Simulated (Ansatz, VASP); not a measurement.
# SiO2: VASP beside Ansatz, part 2 of 2

One calculation is typed for both programs; each brings its own data sets. How far apart do they land? The cell is taken from a series of runs on this material, whose earlier steps may have relaxed, scaled, displaced or heated it; both programs get it as it stands.

VASP 6.6.1 and Ansatz 0.2.0.

So far: The structure; VASP: G0W0 gap, PBE0 form with 15 % exact exchange with an exact-exchange share of 0.15.

## 3. Ansatz: G0W0 gap, PBE0 form with 15 % exact exchange with an exact-exchange share of 0.15

Level of this step: Ansatz beside VASP: G0W0 on Kohn-Sham DFT, plane waves, PBE0 form with 15 % exact exchange (Ansatz).

Ansatz runs on its PAW soft_1 files.

The same cell, functional and mesh now go to Ansatz, which takes its cutoff from its data sets.

input.yaml reads:

```yaml
crystal:
  lattice:
    - [4.91636, 0.0, 0.0]
    - [-2.45818, 4.2576926541, 0.0]
    - [0.0, 0.0, 5.4084]
  atoms:
    - { symbol: Si, position: [0.46973, 0.0, 0.6666666667] }
    - { symbol: Si, position: [0.0, 0.46973, 0.3333333333] }
    - { symbol: Si, position: [0.53027, 0.53027, 0.0] }
    - { symbol: O, position: [0.41354, 0.26758, 0.78558] }
    - { symbol: O, position: [0.73242, 0.14596, 0.4522466667] }
    - { symbol: O, position: [0.85404, 0.58646, 0.1189133333] }
    - { symbol: O, position: [0.26758, 0.41354, 0.21442] }
    - { symbol: O, position: [0.14596, 0.73242, 0.5477533333] }
    - { symbol: O, position: [0.58646, 0.85404, 0.8810866667] }
kpoints:
  mp_grid: { grid: [6, 6, 2] }
hamiltonian:
  xc: { exchange: pbe, correlation: pbe, exx: { coeff: 0.15 } }
  pseudopotentials: { kind: paw, azcp: { folder: soft_1 } }
scf:
  occupations: { method: fixed }
gw:
  n_empty_bands: 472
  ecut_chi: 150.0
  qp_bands: [v3, c3]
  qp_kpoints: band_edges
  screening: { model: contour_deformation }
```

Launch:

```
> ansatz run input.yaml --threads 3 --pin off --max-ram 92160MiB --backend cuda --events-out ev --progress --plain --runs-dir out --devices 1 --max-vram 13GiB
```

Numbers of over 12 decimals in the logs are rounded to 6 here.

The log of the run:

```text
GPUs: using 1 of 1 available (devices: 1).
Engine: ansatz 0.2.0, x86_64-unknown-linux-gnu
Pseudopotentials: kind: paw
Pseudopotential: Si, paw, valence charge 4, recommended cutoff 420 eV (normal), soft_1/Si.paw.azcp
Pseudopotential: O, paw, valence charge 6, recommended cutoff 420 eV (normal), soft_1/O.paw.azcp
Functional definition: unnamed
  parameter a_1 = 0.15
  exchange = (1 - a_1)*pbe_x + a_1*exact_x
  correlation = pbe_c
davidson cushion auto → on  (no smearing: the cushion is to keep the highest requested band from converging to the state above it; pin scf.eigensolver.cushion to override)
device memory: the entry about to start is reckoned to put 1.8 GiB on a device that reports 57.6 GiB free (of which the cap on the GPU budget leaves the run 13.0 GiB)
GPU FFT provider: cuFFT
GPU libraries: cuBLAS 13.8.2, cuFFT 12.4.0, cuSOLVER 12.3.4
Crystal: 9 atoms, lattice volume = 113.211 Å³
Basis set: ecut = 420 eV, 2209 PW (Γ)
Bands: 33, of which v1, the nominal top of the filled ones, is band 24 counted from 1 (23 counted from 0)
Symmetry: 6 space group operations
Space group: P3221 (ITA 154), of the structure as read, at distance tolerance 4.8e-5 Å
k-points: 14 of 72 (time reversal used)
Non-local potential: Si, projectors of the file, l = 0: 2, l = 1: 2, l = 2: 1
Non-local potential: O, projectors of the file, l = 0: 2, l = 1: 2, l = 2: 1
PAW form: soft (Blöchl's): semilocal exchange-correlation on the pseudo side does not see the compensation charge
PAW frozen core: Si, regenerated for the run's functional, and the local potential with it (the file was generated under x = pbe(κ = 0.804, μ = 0.219515), c = pbe(β = 0.066725))
PAW frozen core: O, regenerated for the run's functional, and the local potential with it (the file was generated under x = pbe(κ = 0.804, μ = 0.219515), c = pbe(β = 0.066725))
PAW one-centre angular grid: Si, 110 points (default); XC on 64 Gauss nodes
PAW one-centre angular grid: O, 110 points (default); XC on 64 Gauss nodes
Initial density: superposition of atomic densities (chi_scale 0.1, normalization cell, long waves kept (reshape's long-wave potential 0.01 eV rms))
Initial wavefunctions: pseudopotential atomic-orbital guess
GPU buffer pool allocated for 51840 grid points (all kernels)
GPU transforms: local potential and band sums: pruned to the plane-wave sphere, on 36×36×40
Functional: x = pbe(κ = 0.804, μ = 0.219515), c = pbe(β = 0.066725), warm-up for x = 0.85 pbe(κ = 0.804, μ = 0.219515) + 0.15 exact, c = pbe(β = 0.066725)
SCF iter   1: F=—  HF=-5327.216536 eV  |F-HF|=—  |Δ(HF+E_count)|=         —  Δρ=1.36e-1  dr2=1.85e1  ethr=1.00e-1  ⟨swp⟩=5.1  Hψ=1694  notcnv=0
preconditioner: auto → none  [insulator: Δε(μ)=7.396 eV  Ē_g=18.260 eV  n_scr=22 (ndim 8)  ℏωp=24.2 eV  f_vac=0.003]
SCF iter   2: F=—  HF=-5322.664530 eV  |F-HF|=—  |Δ(HF+E_count)|=    4.55e0  Δρ=6.81e-2  dr2=2.20e0  ethr=3.86e-2  ⟨swp⟩=3.4  Hψ=1346  notcnv=0  defer=1
SCF iter   3: F=—  HF=-5322.127004 eV  |F-HF|=—  |Δ(HF+E_count)|=   5.38e-1  Δρ=2.19e-2  dr2=2.26e-1  ethr=4.58e-3  ⟨swp⟩=3.2  Hψ=1209  notcnv=0  defer=1
iter 4 solved again at ethr=2.11e-5 eV; its pass at ethr=4.71e-4 eV (dr2=1.01e-2 eV) is discarded
SCF iter   4: F=—  HF=-5322.173135 eV  |F-HF|=—  |Δ(HF+E_count)|=   4.61e-2  Δρ=3.17e-3  dr2=1.08e-2  ethr=2.11e-5  ⟨swp⟩=3.9  Hψ=2445  notcnv=0  defer=1
SCF iter   5: F=-5322.168702 eV  HF=-5322.169668 eV  |F-HF|=9.66e-4  |Δ(HF+E_count)|=   3.47e-3  Δρ=1.18e-3  dr2=1.48e-3  ethr=2.11e-5  ⟨swp⟩=2.4  Hψ=1037  notcnv=0
SCF 1 stopped early in 5 iterations: F = -5322.168702 eV  dr2 = 1.48e-3
  greatest PAW one-centre occupation: 0.861 electrons in one spin orbital (limit 2), on the O atom at site 5 (counted from 0), in its partial waves of l = 0
device memory: the entry about to start is reckoned to put 2.2 GiB on a device that reports 55.2 GiB free (of which the cap on the GPU budget leaves the run 13.0 GiB)
GPU FFT provider: cuFFT
GPU libraries: cuBLAS 13.8.2, cuFFT 12.4.0, cuSOLVER 12.3.4
Initial density: handed on by an earlier stage of this run
Initial wavefunctions: those handed on with the density
GPU buffer pool allocated for 51840 grid points (all kernels)
GPU transforms: local potential and band sums: pruned to the plane-wave sphere, on 36×36×40
Functional: x = 0.85 pbe(κ = 0.804, μ = 0.219515) + 0.15 exact, c = pbe(β = 0.066725)
Exchange kernel: α = 0.1500, full range, Wigner–Seitz truncation, v(0) = 12799.9232 eV·Å³, q-mesh 6×6×2, nearest image of the exchange supercell L = 10.82 Å, pair-density grid 24×24×27, without the augmentation charges, whose exchange is taken in its separable form by FFT convolution over the k-point mesh (sized by the pseudopotential files, 30×30×40 at the most), smooth part of the exact exchange by density-matrix convolution in up to 2.64 GiB of GPU memory as planned if the GPU has room (build and FFT work areas not counted)
Frozen-core exchange: fock
[...]
k-point 1: bands = [... 20 lower, 0.2256, 1.2369, 1.2369, 1.3656, 11.0155, 11.0155, 12.1092, 12.9042, ... 2 higher]
  k-point 2: bands = [... 20 lower, 0.4229, 0.6491, 1.1925, 1.2304, 9.4424, 12.4059, 12.4711, 12.9408, ... 2 higher]
  k-point 13: bands = [... 20 lower, 0.5007, 0.6777, 0.8577, 0.8577, 12.2520, 12.8913, 12.8913, 13.2458, ... 2 higher]
  guard bands above this table: 3 of the run's 33 bands. The solve was not asked for them (output.publish_guard_bands: true or output.eigenvalues: true publishes all)
--- G₀W₀: contour deformation, 5 samples at zero and on the imaginary axis and 1 off it, 72 q-points, 472 empty bands' worth ---
  eigenvalues of the whole cell's RPA ε∞ on this k-mesh (on a slab, of 1 + 4πα/V) = 2.1535, 2.1535, 2.1773; static W/v taken at q = 0 is 0.459319
  bands read: the sum over 496 bands ends inside a degenerate multiplet in 1 slot, whose members it reads at an even weight; the widest, k=1: bands 496 to 497 (counted from 1) at 1/2 each
  gw.qp_kpoints: band_edges: 14 of 14 stored k-points solved, in 1 pass; an edge of the gap read off the rows below is read off those points alone
    ik  band        ε_KS         Σx   Σc(E_QP)       V_xc       Z   E_QP_lin       E_QP  E_QP is
     0    22      0.7482   -26.4276     3.7649   -21.4050  0.8277    -0.5194    -0.5095  root
     0    23      1.1392   -26.3455     3.7059   -21.4128  0.8288    -0.0968    -0.0876  root
     0    24      1.1392   -26.3455     3.7059   -21.4128  0.8288    -0.0968    -0.0876  root
     0    25      9.0088    -7.4403    -3.2345   -11.5136  0.8834     9.8502     9.8476  root
     0    26     12.4182    -6.3177    -3.6473   -11.0117  0.8770    13.4697    13.4649  root
     0    27     12.4182    -6.3177    -3.6473   -11.0117  0.8770    13.4697    13.4649  root
     1    22      1.2369   -26.7869     3.7489   -21.8381  0.8282     0.0284     0.0371  root
     1    23      1.2369   -26.7869     3.7489   -21.8381  0.8282     0.0284     0.0371  root
     1    24      1.3656   -26.7669     3.7335   -21.8412  0.8283     0.1649     0.1735  root
     1    25     11.0155    -8.2121    -3.3250   -12.5525  0.8749    12.0352    12.0309  root
     1    26     11.0155    -8.2121    -3.3250   -12.5525  0.8749    12.0352    12.0309  root
     1    27     12.1092    -4.3144    -3.5867    -8.6949  0.8862    12.9058    12.9031  root
     2    22      0.6491   -26.2885     3.7607   -21.2541  0.8278    -0.6348    -0.6246  root
     2    23      1.1925   -26.5269     3.7257   -21.5851  0.8285    -0.0326    -0.0236  root
     2    24      1.2304   -26.5181     3.7159   -21.5902  0.8287     0.0095     0.0184  root
     2    25      9.4424    -7.6985    -3.2419   -11.8209  0.8812    10.3258    10.3229  root
     2    26     12.4059    -6.5966    -3.6876   -11.3704  0.8764    13.4974    13.4921  root
     2    27     12.4711    -6.4902    -3.7104   -11.2846  0.8764    13.5605    13.5552  root
     3    22      1.1151   -26.6579     3.7547   -21.6844  0.8279    -0.1128    -0.1038  root
     3    23      1.1494   -26.6528     3.7442   -21.6946  0.8282    -0.0735    -0.0645  root
     3    24      1.3294   -26.7518     3.7284   -21.8306  0.8285     0.1281     0.1366  root
     3    25     11.2181    -8.3353    -3.3978   -12.7933  0.8738    12.2829    12.2782  root
     3    26     11.2660    -8.0733    -3.3600   -12.4552  0.8747    12.2923    12.2879  root
     3    27     12.2888    -4.7086    -3.6155    -9.1744  0.8843    13.1423    13.1392  root
[...]
12    26     12.0365    -7.9848    -3.5287   -12.6245  0.8718    13.1531    13.1475  root
    12    27     12.5368    -8.2187    -3.4840   -12.8545  0.8695    13.6947    13.6886  root
    13    22      0.6777   -26.3003     3.7328   -21.3055  0.8281    -0.5942    -0.5843  root
    13    23      0.8577   -26.2145     3.7341   -21.2214  0.8280    -0.4112    -0.4013  root
    13    24      0.8577   -26.2145     3.7341   -21.2214  0.8280    -0.4112    -0.4013  root
    13    25     12.2520   -10.5555    -4.0664   -16.1811  0.8629    13.8229    13.8112  root
    13    26     12.8913    -6.4418    -3.5089   -10.9410  0.8764    13.8860    13.8816  root
    13    27     12.8913    -6.4418    -3.5089   -10.9410  0.8764    13.8860    13.8816  root
```

In the SCF lines HF is the Harris–Foulkes energy and dr2 the Hartree energy of the density residual, in eV; the loop may stop once dr2 is under the threshold and the program's other checks hold. Hψ counts applications of the Hamiltonian.

## 4. Differences

Known differences besides the potentials themselves: exact exchange at q = 0 is treated differently, which shows on coarse meshes; VASP keeps PBE cores, Ansatz makes them for the functional; fixed occupations in Ansatz, narrow Gaussian smearing in VASP; the cutoff is 420 eV in Ansatz and 440 eV in VASP; Ansatz integrates over frequency by contour deformation, VASP on a grid of NOMEGA points; Ansatz's G0W0 levels solve the quasiparticle equation, VASP's are linearised. Total energies have different zeros and are not compared.

Compared:

```csv
quantity,Ansatz,VASP,difference
G0W0 gap on the mesh (eV),9.56,9.52,+0.04
Kohn-Sham gap under it (eV),7.54,7.55,0.00
```

## 5. Outcome

- difference in G0W0 gap on the mesh (G0W0 gap, PBE0 form with 15 % exact exchange with an exact-exchange share of 0.15): 0.040 eV

What this shows: The difference in G0W0 gap on the mesh is 0.040 eV (G0W0 gap, PBE0 form with 15 % exact exchange with an exact-exchange share of 0.15). Such differences can come from data sets, numerical settings and the points named under the comparisons, not from the functional's error against experiment.

[Lines on the potential files, build, host, timing and source positions are cut from VASP's logs without a mark.]

[Logs are printed without paths, hosts, clocks, repeated set-up lines and the standing remarks that a program may print on its own settings, such as how far it seeks lower states.]

[Hosts, paths, dates, database ids (printed as entryN), source tags and the programs' standing remarks are cut or masked in the printed files.]
